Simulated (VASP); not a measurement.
Here is a VASP 6.6.1 calculation.

The input INCAR:

```
  PREC = Accurate
  ENCUT = 600
  EDIFF = 1E-6
  ISMEAR = 0
  SIGMA = 0.03
  LREAL = F
  LASPH = T
  NELM = 80
  ALGO = Normal
  ISIF = 3
  LWAVE = F
  LCHARG = F
  GGA = PS
  IBRION = 2
  NSW = 90
  EDIFFG = -0.01
  KPAR = 4
```

File KPOINTS:

```
regular mesh
0
Gamma
  4 4 4
```

Contents of POSCAR:

```
Zn7CdSe8
1.0
   -5.7267178000      0.0000000000      5.7267178000
   -5.7267178000     -5.7267178000      0.0000000000
    0.0000000000     -5.7267178000      5.7267178000
Cd Zn Se
1 7 8
Direct
    0.0000000000      0.5000000000      0.0000000000
    0.0000000000      0.0000000000      0.0000000000
    0.0000000000      0.5000000000      0.5000000000
    0.0000000000      0.0000000000      0.5000000000
    0.5000000000      0.5000000000      0.0000000000
    0.5000000000      0.0000000000      0.0000000000
    0.5000000000      0.5000000000      0.5000000000
    0.5000000000      0.0000000000      0.5000000000
    0.1250000000      0.1250000000      0.1250000000
    0.1250000000      0.6250000000      0.1250000000
    0.1250000000      0.1250000000      0.6250000000
    0.1250000000      0.6250000000      0.6250000000
    0.6250000000      0.1250000000      0.1250000000
    0.6250000000      0.6250000000      0.1250000000
    0.6250000000      0.1250000000      0.6250000000
    0.6250000000      0.6250000000      0.6250000000
```

Potentials or basis: VASP PAW PBE potentials, release 64 (Cd, Zn, Se).

Launch:

```bash
$ cat potpaw_PBE.64/Cd/POTCAR potpaw_PBE.64/Zn/POTCAR potpaw_PBE.64/Se/POTCAR > POTCAR
$ mpirun -np 4 vasp_std > vasp.out
```

Problem. Predict the band gap on the k mesh.

Solution. 1.06 eV, direct.

Problem. What does it give for the relaxed cell?

Solution. a = 8.058 Å, b = 8.058 Å, c = 8.058 Å, α = 60.00°, β = 60.00°, γ = 60.00°.

Problem. Estimate the relaxed volume.

Solution. 23.12 Å³/atom.

Step by step:
```csv
step,energy change (eV),largest force (eV/Å),pressure (GPa),volume (Å³)
1,0.0000,1.4421,-0.50,375.62
2,-0.2785,0.5199,-0.17,371.67
3,-0.3219,0.1274,0.16,369.22
4,-0.3220,0.1228,0.14,369.35
5,-0.3263,0.0649,-0.07,370.50
6,-0.3269,0.0366,-0.18,371.07
7,-0.3279,0.0166,0.02,369.76
8,-0.3280,0.0160,0.02,369.85
9,-0.3280,0.0158,0.02,369.88
10,-0.3280,0.0072,0.01,369.95
```

Caveat: the PAW data sets were made with another functional, which shifts forces and pressure a little. PBEsol gaps usually lie below the measured ones, often by a third to a half.
